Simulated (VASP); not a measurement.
The cell holds one Sr (fcc) (111) slab, with vacuum along c, ions free to move until forces fall under 0.03 eV/Å, no reconstruction beyond this cell, dipole correction on.

Here is the system:

```xyz
3
Lattice="4.1801 0.0000 0.0000 -2.0901 3.6201 0.0000 0.0000 0.0000 24.8237" Properties=species:S:1:pos:R:3 pbc="T T T"
Sr     0.0000     2.4134     9.0199
Sr     4.1801     0.0000    12.4119
Sr     2.0901     1.2067    15.8038
```

Computed with PBEsol GGA, VASP's PBE PAW potentials (set 64) (plane waves; VASP 6.6.1). Run with 400 eV cut-off, 8×8×1 Γ-centred mesh, first-order Methfessel-Paxton smearing of 0.10 eV, potentials Sr_sv.

Slab and bulk use different k-meshes, so the surface energy is good to a few per cent at best.

### Question
Predict its surface energy, work function, band gap (on the k-mesh).

### Answer

```
Quantity                                                     Value
------------------------  ----------------------------------------
surface energy                                           0.39 J/m²
work function                                              2.66 eV
band gap (on the k-mesh)  none (metal, semimetal or under 0.01 eV)
```

The cell is a thin slab with vacuum, built from Sr (fcc): (111) face.
